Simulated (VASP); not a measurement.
# Li4P (P-62m) in VASP: a series of runs

The runs below take Li4P through relaxation of cell and atoms, relaxation of the atoms, with PBE, LDA.

Everything below comes from runs of VASP 6.6.1. Logs are shortened: lines on timing, memory, paths and dates and some standing lists are left out, and cuts for length are marked.

## Step 1: Starting point

Symmetry: P-62m, No. 189, hexagonal system. The conventional cell has a = 4.830 Å, b = 4.830 Å, c = 3.870 Å, α = 90.00°, β = 90.00°, γ = 120.00°. Li (site symmetry m2m) has 1 P at 1.85 Å as nearest neighbours. Li (site symmetry -62m) has 2 P at 1.94 Å as nearest neighbours. P (site symmetry -62m) has 5 Li at 1.85 to 1.94 Å as nearest neighbours.

The cell was built by a generator and needn't be a form met in nature.

## Step 2: Relaxation of cell and atoms, PBE

File INCAR:

```
SYSTEM = Li4P
PREC = Accurate ; ENCUT = 600
EDIFF = 1E-7 ; ISMEAR = 0
SIGMA = 0.05 ; LREAL = .False.
LASPH = .True. ; NELM = 60
ALGO = Normal ; ISIF = 3
LWAVE = .False. ; LCHARG = .False.
GGA = PE ; IBRION = 2
NSW = 40 ; EDIFFG = -0.01
```

File KPOINTS:

```
Automatic mesh
0
Gamma
  7 7 7
  0 0 0
```

File POSCAR:

```
Li4P
1.0
    4.8297946900      0.0000000000      0.0000000000
   -2.4148973500      4.1827249000      0.0000000000
    0.0000000000      0.0000000000      3.8701965400
Li P
4 1
Direct
    0.6178541100      0.0000000000      0.0000000000
    0.0000000000      0.6178541100      0.0000000000
    0.3821458900      0.3821458900      0.0000000000
    0.0000000000      0.0000000000      0.5000000000
    0.0000000000      0.0000000000      0.0000000000
```

Potentials or basis: VASP PAW PBE potentials, release 64 (Li_sv, P).

Run with:

```sh
> cat potpaw_PBE.64/Li_sv/POTCAR potpaw_PBE.64/P/POTCAR > POTCAR
> mpirun -np 1 vasp_std > vasp.out
```

OUTCAR:

```text
SYSTEM = Li4P
   PREC = Accurate
   ENCUT = 600
   EDIFF = 1E-7
   ISMEAR = 0
   LREAL = .False.
   LASPH = .True.
   NELM = 60
   ISIF = 3
   GGA = PE
   IBRION = 2
   NSW = 40
   EDIFFG = -0.01

 ion  position               nearest neighbor table
   1  0.618  0.000  0.000-   5 1.85
   2  0.000  0.618  0.000-   5 1.85
   3  0.382  0.382  0.000-   5 1.85
   4  0.000  0.000  0.500-   5 1.94   5 1.94
   5  0.000  0.000  0.000-   1 1.85   3 1.85   2 1.85   4 1.94   4 1.94

  LATTYP: Found a hexagonal cell.
 ALAT       =     4.8297946900
 C/A-ratio  =     0.8013169893

  Lattice vectors:

 A1 = (   4.8297946900,   0.0000000000,   0.0000000000)
 A2 = (  -2.4148973500,   4.1827249000,   0.0000000000)
 A3 = (   0.0000000000,   0.0000000000,   3.8701965400)

Analysis of symmetry for initial positions (statically):
=====================================================================
 Subroutine PRICEL returns:
 Original cell was already a primitive cell.

 Routine SETGRP: Setting up the symmetry group for a
 hexagonal supercell.

 Subroutine GETGRP returns: Found 12 space group operations
 (whereof 12 operations were pure point group operations)
 out of a pool of 24 trial point group operations.

The static configuration has the point symmetry D_3h.

Analysis of symmetry for dynamics (positions and initial velocities):
=====================================================================
 Subroutine PRICEL returns:
 Original cell was already a primitive cell.

 Routine SETGRP: Setting up the symmetry group for a
 hexagonal supercell.

 Subroutine GETGRP returns: Found 12 space group operations
 (whereof 12 operations were pure point group operations)
 out of a pool of 24 trial point group operations.

The dynamic configuration has the point symmetry D_3h.

 Subroutine INISYM returns: Found 12 space group operations
 (whereof 12 operations are pure point group operations),
 and found     1 'primitive' translations

----------------------------------------------------------------------------------------

                                     Primitive cell

  volume of cell :      78.1846

  direct lattice vectors                    reciprocal lattice vectors
     4.829794690  0.000000000  0.000000000     0.207048139  0.119539299  0.000000000
    -2.414897350  4.182724900  0.000000000     0.000000000  0.239078597  0.000000000
     0.000000000  0.000000000  3.870196540     0.000000000  0.000000000  0.258384811

  length of vectors
     4.829794690  4.829794695  3.870196540     0.239078597  0.239078597  0.258384811

  position of ions in fractional coordinates (direct lattice)
     0.617854110  0.000000000  0.000000000
     0.000000000  0.617854110  0.000000000
     0.382145890  0.382145890  0.000000000
     0.000000000  0.000000000  0.500000000
     0.000000000  0.000000000  0.000000000

  ion indices of the primitive-cell ions
   primitive index   ion index
                 1           1
                 2           2
                 3           3
                 4           4
                 5           5

----------------------------------------------------------------------------------------

 KPOINTS: Automatic mesh

Automatic generation of k-mesh.
 Grid dimensions read from file:
 generate k-points for:    7    7    7

 Generating k-lattice:

  Cartesian coordinates                     Fractional coordinates (reciprocal lattice)
     0.029578306  0.017077043  0.000000000     0.142857143 -0.000000000  0.000000000
     0.000000000  0.034154085  0.000000000     0.000000000  0.142857143  0.000000000
     0.000000000  0.000000000  0.036912116     0.000000000  0.000000000  0.142857143

  Length of vectors
     0.034154085  0.034154085  0.036912116

  Shift w.r.t. Gamma in fractional coordinates (k-lattice)
     0.000000000  0.000000000  0.000000000

 Subroutine IBZKPT returns following result:
 ===========================================

 Found     32 irreducible k-points:

 Following reciprocal coordinates:
            Coordinates               Weight
  0.000000  0.000000  0.000000      1.000000
  0.142857  0.000000  0.000000      6.000000
  0.285714  0.000000  0.000000      6.000000
  0.428571  0.000000  0.000000      6.000000
  0.142857  0.142857  0.000000      6.000000
  0.285714  0.142857  0.000000     12.000000
[... 16 lines left out ...]
  0.428571  0.142857  0.285714     12.000000
  0.285714  0.285714  0.285714     12.000000
 [... further k-points ...]
   k-points           NKPTS =     32   k-points in BZ     NKDIM =     32   number of bands    NBANDS=     12
   number of dos      NEDOS =    301   number of ions     NIONS =      5
   total plane-waves  NPLWV =  51200
   dimension x,y,z NGX =    40 NGY =   40 NGZ =   32
   dimension x,y,z NGXF=    80 NGYF=   80 NGZF=   64
   ions per type =               4   1
   NGX,Y,Z   is equivalent  to a cutoff of  13.77, 13.77, 13.75 a.u.
   NGXF,Y,Z  is equivalent  to a cutoff of  27.54, 27.54, 27.49 a.u.
 SYSTEM =  Li4P
   PREC   = accura    normal or accurate (medium, high low for compatibility)
   ISTART =      0    job   : 0-new  1-cont  2-samecut
   ICHARG =      2    charge: 1-file 2-atom 10-const
   ISPIN  =      1    spin polarized calculation?
   LNONCOLLINEAR =      F non collinear calculations
   LSORBIT =      F    spin-orbit coupling
   LASPH  =      T    aspherical Exc in radial PAW
   ENCUT  =  600.0 eV  44.10 Ry    6.64 a.u.   9.65  9.65  7.73*2*pi/ulx,y,z
   NELM   =     60;   NELMIN=  2; NELMDL= -5     # of ELM steps
   EDIFF  = 0.1E-06   stopping-criterion for ELM
   LREAL  =      F    real-space projection
   EDIFFG = -.1E-01   stopping-criterion for IOM
   NSW    =     40    number of steps for IOM
   IBRION =      2    ionic relax: 0-MD 1-quasi-New 2-CG
   NFREE  =      1    steps in history (QN), initial steepest desc. (CG)
   ISIF   =      3    stress and relaxation
   ISYM   =      2    0-nonsym 1-usesym 2-fastsym
   POTIM  = 0.5000    time-step for ionic-motion
   TEBEG  =    0.0;   TEEND  =   0.0 temperature during run
   PSTRESS=    0.0 pullay stress
   NELECT =      17.0000    total number of electrons
   NUPDOWN=      -1.0000    fix difference up-down
   EMIN   =  10.00;   EMAX   =-10.00  energy-range for DOS
   EFERMI =   0.00;   METHOD = LEGACY
   ISMEAR =     0;   SIGMA  =   0.05  broadening in eV -4-tet -1-fermi 0-gaus
   EFERMI_NEDOS =   21; number of points for ismear=-14 and -15
   IALGO  =     38    algorithm
   IMIX   =      4    mixing-type and parameters
     AMIX     =   0.40;   BMIX     =  1.00
     AMIX_MAG =   1.60;   BMIX_MAG =  1.00
  volume/ion in A,a.u.               =      15.64       105.52
  Fermi-wavevector in a.u.,A,eV,Ry     =   0.984428  1.860300 13.185397  0.969099
  Thomas-Fermi vector in A             =   2.115660
   LORBIT       =      0    0 simple, 1 ext, 2 COOP (PROOUT), +10 PAW based schemes
   GGA     = PE    functional components
   LHFCALC =     F    Hartree Fock is set to
   AEXX    =    0.0000 exact exchange contribution
   IVDW    =     0    specifies the selected vdW correction
   LEPSILON=     F    determine dielectric tensor
   LRPA    =     F    only Hartree local field effects (RPA)
 conjugate gradient relaxation of ions
 non-spin polarized calculation
 Gauss-broadening in eV      SIGMA  =   0.05
  energy-cutoff  :      600.00
  volume of cell :       78.18
 maximum number of plane-waves:      2638
 NGX is ok and might be reduce to    40
   NGX = 19   NGY = 19   NGZ = 15

--------------------------------------- Ionic step        1  -------------------------------------------

 number of electron      16.9999987 magnetization

 Free energy of the ion-electron system (eV)
  ---------------------------------------------------
  ext. energy  EPLUGINS =         0.00000000
  ---------------------------------------------------
  free energy    TOTEN  =        -9.85855724 eV

  energy without entropy =       -9.85544032  energy(sigma->0) =       -9.85699878

 E-fermi :   3.1462     XC(G=0):  -7.9311

 val. band max:        3.1437196042   @ k =   0.2857   0.1429   0.0000
 cond. band min:       3.1642231955   @ k =   0.1429   0.0000   0.2857
 fundamental gap:      0.0205035913
 Fermi energy:         3.1462019927

 k-point     1 :       0.0000    0.0000    0.0000
  band No.  band energies     occupation
      1     -44.1385      2.00000
      2     -44.0808      2.00000
      3     -44.0807      2.00000
      4     -42.7566      2.00000
      5      -7.6397      2.00000
      6      -0.5577      2.00000
      7      -0.5577      2.00000
      8      -0.1562      2.00000
      9       1.5070      2.00000
     10       4.4443      0.00000
     11       6.9201      0.00000
     12       6.9201      0.00000
[... 455 lines left out ...]
  FREE ENERGIE OF THE ION-ELECTRON SYSTEM (eV)
  ---------------------------------------------------
  free  energy   TOTEN  =       -13.7301987751 eV

  energy  without entropy=      -13.7263536771  energy(sigma->0) =      -13.72827623

[... ionic steps 4 to 17 ...]

--------------------------------------- Ionic step       18  -------------------------------------------

 number of electron      16.9999953 magnetization

------------------------ aborting loop because EDIFF is reached ----------------------------------------

  FORCE on cell =-STRESS in cart. coord.  units (eV):
  Direction    XX          YY          ZZ          XY          YZ          ZX
  --------------------------------------------------------------------------------------
  -------------------------------------------------------------------------------------
  Total        0.0332905      0.0332905      0.0005767     -0.0000000      0.0000000      0.0000000
  in kB        0.5023155      0.5023155      0.0087020     -0.0000000      0.0000000      0.0000000
  external PRESSURE =       0.3377777 kB  Pullay stress =       0.0000000 kB
[... 63 lines left out ...]
  energy  without entropy=      -14.0606337628  energy(sigma->0) =      -14.06239226

--------------------------------------- Ionic step       20  -------------------------------------------

 number of electron      16.9999948 magnetization

 Free energy of the ion-electron system (eV)
  ---------------------------------------------------
  ext. energy  EPLUGINS =         0.00000000
  ---------------------------------------------------
  free energy    TOTEN  =       -14.06430432 eV

  energy without entropy =      -14.06079528  energy(sigma->0) =      -14.06254980

 E-fermi :   1.7095     XC(G=0):  -7.1073

 val. band max:        1.6905617693   @ k =   0.0000   0.0000   0.2857
 cond. band min:       1.7189435763   @ k =   0.2857   0.1429   0.1429
 fundamental gap:      0.0283818070
 Fermi energy:         1.7094804608

 k-point     1 :       0.0000    0.0000    0.0000
  band No.  band energies     occupation
      1     -45.6250      2.00000
      2     -45.5685      2.00000
      3     -45.5685      2.00000
      4     -44.7001      2.00000
      5      -8.3498      2.00000
      6      -1.2916      2.00000
      7      -1.2916      2.00000
      8      -0.9423      2.00000
      9       0.6576      2.00000
     10       2.2132      0.00000
     11       5.5680      0.00000
     12       5.6077      0.00000
[... 377 lines left out ...]
  FREE ENERGIE OF THE ION-ELECTRON SYSTEM (eV)
  ---------------------------------------------------
  free  energy   TOTEN  =       -14.0643043220 eV

  energy  without entropy=      -14.0607952761  energy(sigma->0) =      -14.06254980

 reached required accuracy - stopping structural energy minimisation
```

Run time: 9.2 min. Hardware: 1 thread of Intel Xeon Platinum 8559C (Emerald Rapids), shared host; peak memory 0.22 GiB.

What came out:

| Property | Result |
| --- | --- |
| Free energy | -14.0643 eV |
| Relaxed volume | 21.28 Å³/atom |
| Relaxed cell | a = 5.149 Å, b = 5.149 Å, c = 4.633 Å, α = 90.00°, β = 90.00°, γ = 120.00° |
| Space group after relaxing (to 0.05 Å) | P6/mmm (No. 191) |
| Energy gained by relaxing | 841.1 meV/atom |
| Ionic steps | 20 |
| Pressure after relaxing | 0.0 GPa |
| Largest force after relaxing | 0.008 eV/Å |
| Band gap on the k mesh | none (metal or under the smearing width) |

Forces on the atoms (eV/Å):
```
Li  -0.008  0.000  0.000
Li   0.004 -0.007  0.000
Li   0.004  0.007  0.000
Li   0.000  0.000  0.000
P    0.000  0.000  0.000
```

Stress tensor (GPa, compression positive):
```
-0.04  0.00  0.00
 0.00 -0.04  0.00
 0.00  0.00  0.04
```

The path:
| step | energy change (eV) | largest force (eV/Å) | pressure (GPa) | volume (Å³) |
| --- | --- | --- | --- | --- |
| 1 | 0.0000 | 4.6861 | 27.46 | 78.18 |
| 2 | -3.8270 | 0.4049 | 1.60 | 112.60 |
| 3 | -3.8716 | 0.2810 | 0.58 | 116.17 |
| 4 | -3.8775 | 0.0979 | -1.20 | 123.54 |
| 5 | -3.8879 | 0.1739 | -0.41 | 120.05 |
| 6 | -3.9574 | 0.2267 | -0.56 | 119.45 |
| 7 | -4.0004 | 0.3282 | -0.76 | 118.07 |
| 8 | -4.0008 | 0.3158 | -0.74 | 118.25 |
| 9 | -4.0331 | 0.3233 | -0.44 | 115.47 |
| 10 | -4.1074 | 0.3563 | 0.50 | 107.37 |
| 11 | -4.0014 | 0.1592 | 4.48 | 92.25 |
| 12 | -4.1139 | 0.3610 | 1.29 | 103.62 |
| 13 | -4.1440 | 0.2831 | 1.09 | 103.58 |
| 14 | -4.1943 | 0.0832 | 0.75 | 103.47 |
| 15 | -4.1994 | 0.0081 | 0.72 | 103.43 |
| 16 | -4.2046 | 0.0197 | 0.25 | 105.27 |
| 17 | -4.2052 | 0.0243 | 0.04 | 106.15 |
| 18 | -4.2054 | 0.0209 | 0.03 | 106.18 |
| 19 | -4.2056 | 0.0133 | 0.02 | 106.25 |
| 20 | -4.2057 | 0.0081 | -0.01 | 106.38 |

Final structure:
```
Li P
1.0
     5.14922    0.00000    0.00000
    -2.57461    4.45935    0.00000
     0.00000    0.00000    4.63291
Li P
4 1
Cartesian
  0.0052 4.4594 0.0000
  -1.2899 2.2342 0.0000
  1.2847 2.2252 0.0000
  -2.5746 4.4594 2.3165
  -2.5746 4.4594 0.0000
```

Caveat: the cutoff is under 1.25 times the usual one of these potentials, so pressure, stress and relaxed cells hold a basis-set (Pulay) error; the volume moved by over 15 % at a fixed basis, so the end points are rough.

## Step 3: Relaxation of the atoms, LDA

File INCAR:

```
SYSTEM = Li4P
PREC = Accurate ; ENCUT = 520
EDIFF = 1E-6 ; ISMEAR = 0
SIGMA = 0.05 ; LREAL = .FALSE.
LASPH = .TRUE. ; NELM = 60
ALGO = Normal ; ISIF = 2
LWAVE = .FALSE. ; LCHARG = .FALSE.
IBRION = 2 ; NSW = 60
EDIFFG = -0.005
```

File KPOINTS:

```
regular mesh
0
G
  7 7 7
  0 0 0
```

POSCAR is that of step 2.

Potentials or basis: VASP PAW LDA potentials, release 64 (Li_sv, P).

Run with:

```sh
> cat potpaw_LDA.64/Li_sv/POTCAR potpaw_LDA.64/P/POTCAR > POTCAR
> mpirun -np 1 vasp_std > vasp.out
```

Wall time 3.1 min (1 thread of Intel Xeon Platinum 8559C (Emerald Rapids), shared host); peak memory 0.17 GiB.

It converged, with:

```yaml
Free_energy: -14.3985 eV
Energy_gained_by_relaxing: 555.3 meV/atom
Ionic_steps: 25
Band_gap_on_the_k_mesh: none (metal or under the smearing width)
```

The path:
| step | energy change (eV) | largest force (eV/Å) | pressure (GPa) |
| --- | --- | --- | --- |
| 1 | 0.0000 | 4.4357 | 24.47 |
| 2 | -1.9221 | 1.8604 | 15.82 |
| 3 | -2.5333 | 0.8478 | 12.42 |
| 4 | -2.7078 | 0.4282 | 11.20 |
| 5 | -2.7765 | 0.0186 | 10.69 |
| 6 | -2.7764 | 0.0261 | 10.69 |
| 7 | -2.7764 | 0.0260 | 10.69 |
| 8 | -2.7764 | 0.0259 | 10.69 |
| 9 | -2.7764 | 0.0260 | 10.69 |
| 10 | -2.7764 | 0.0260 | 10.69 |
| 11 | -2.7764 | 0.0260 | 10.69 |
| 12 | -2.7764 | 0.0260 | 10.69 |
| 13 | -2.7764 | 0.0260 | 10.69 |
| 14 | -2.7764 | 0.0259 | 10.69 |
| 15 | -2.7764 | 0.0257 | 10.69 |
| 16 | -2.7764 | 0.0258 | 10.69 |
| 17 | -2.7764 | 0.0256 | 10.69 |
| 18 | -2.7764 | 0.0252 | 10.69 |
| 19 | -2.7764 | 0.0249 | 10.69 |
| 20 | -2.7764 | 0.0237 | 10.69 |
| 21 | -2.7764 | 0.0214 | 10.69 |
| 22 | -2.7765 | 0.0168 | 10.69 |
| 23 | -2.7766 | 0.0076 | 10.69 |
| 24 | -2.7766 | 0.0108 | 10.69 |
| 25 | -2.7766 | 0.0002 | 10.69 |

Final structure:
```
Li P
1.0
     4.82979    0.00000    0.00000
    -2.41490    4.18272    0.00000
     0.00000    0.00000    3.87020
Li P
4 1
Cartesian
  2.4149 0.0000 0.0000
  -1.2075 2.0914 0.0000
  1.2074 2.0913 0.0000
  0.0000 0.0000 1.9351
  0.0000 0.0000 0.0000
```

Levels at points of the mesh, in eV from the Fermi level:
| k point | band 5 | band 6 | band 7 | band 8 | band 9 | band 10 | band 11 | band 12 |
| --- | --- | --- | --- | --- | --- | --- | --- | --- |
| (0.00, 0.00, 0.00) | -10.39 | -3.67 | -3.67 | -2.81 | -0.81 | 0.33 | 4.16 | 4.16 |

Caveat: the cutoff is under 1.25 times the usual one of these potentials, so pressure, stress and relaxed cells hold a basis-set (Pulay) error.

## Step 4: The reference run

An earlier run on the cell as given: functional PBE; potentials or basis VASP PAW PBE potentials, release 64 (Li_sv, P); cutoff 520 eV; k mesh 7 × 7 × 7; occupations fermi-dirac, width 0.05 eV; no spin polarisation.

* Largest force: 4.687 eV/Å
* Band gap on the k mesh: none (metal or under the smearing width)

## Step 5: Overview

| task | level | potentials or basis | cell | cutoff (eV) | smearing | gap on the mesh (eV) | largest force (eV/Å) |
| --- | --- | --- | --- | --- | --- | --- | --- |
| relaxation of cell and atoms | PBE | VASP PAW PBE potentials, release 64 (Li_sv, P) | relaxed | 600 | gaussian 0.05 eV | none | 0.01 |
| relaxation of the atoms | LDA | VASP PAW LDA potentials, release 64 (Li_sv, P) | atoms relaxed | 520 | gaussian 0.05 eV | none | - |
| single point | PBE | VASP PAW PBE potentials, release 64 (Li_sv, P) | as given | 520 | fermi-dirac 0.05 eV | none | 4.69 |

Alike in all rows: no spin polarisation; k mesh 7 × 7 × 7.

Caveats: the cutoff is under 1.25 times the usual one of these potentials, so pressure, stress and relaxed cells hold a basis-set (Pulay) error; the volume moved by over 15 % at a fixed basis, so the end points are rough (some runs); forces of over 1 eV/Å show positions far from the minimum, so gaps and moduli don't describe the material at rest (some runs).

Absolute energies hang on the potentials; compare differences alone.
